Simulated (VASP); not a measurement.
Method: PBE GGA, VASP's PBE PAW potentials (set 64) (plane waves; VASP).

The input files of a VASP run:

### INCAR
```
SYSTEM=BN
EDIFF=1E-6
LWAVE=F
ISIF=2
LCHARG=F
LASPH=T
GGA=PE   # PBE
SIGMA=0.05
ALGO=Normal
PREC=Accurate
ENCUT=520   # plane-wave cut-off (eV)
NELM=100
LREAL=F
ISMEAR=0
```

File KPOINTS:
```
Automatic mesh
0
Gamma
9 9 9
0 0 0
```

POSCAR:
```
BN
3.68730
  0.0000000000   0.5000000000   0.5000000000
  0.5000000000   0.0000000000   0.5000000000
  0.5000000000   0.5000000000   0.0000000000
B N
1 1
direct
  0.0000000000   0.0000000000   0.0000000000
  0.2500000000   0.2500000000   0.2500000000
```

POTCAR, in this order: B N (PBE.64 set). Program: vasp_std.

Q: Estimate the energy per atom (σ→0), pressure.

A: 
```yaml
energy per atom (σ→0): -8709 meV/atom
pressure: -17.26 GPa
```

File OSZICAR:
```
...
DAV:   6    -0.174856788729E+02    0.81024E+00   -0.35259E+00   712   0.134E+01    0.309E+00
DAV:   7    -0.174296602297E+02    0.56019E-01   -0.69254E-02   704   0.267E+00    0.183E+00
DAV:   8    -0.174169517069E+02    0.12709E-01   -0.38301E-02   680   0.177E+00    0.162E-01
DAV:   9    -0.174171272342E+02   -0.17553E-03   -0.64310E-04   624   0.252E-01    0.710E-02
DAV:  10    -0.174172105291E+02   -0.83295E-04   -0.14647E-04   792   0.122E-01    0.147E-02
DAV:  11    -0.174172159052E+02   -0.53761E-05   -0.94185E-06   648   0.294E-02    0.724E-03
DAV:  12    -0.174172158649E+02    0.40247E-07   -0.16217E-06   304   0.104E-02
   1 F= -.17417216E+02 E0= -.17417216E+02  d E =-.732767E-21
```

The compound is BN in the zinc blende structure. The cell was not relaxed at this level.
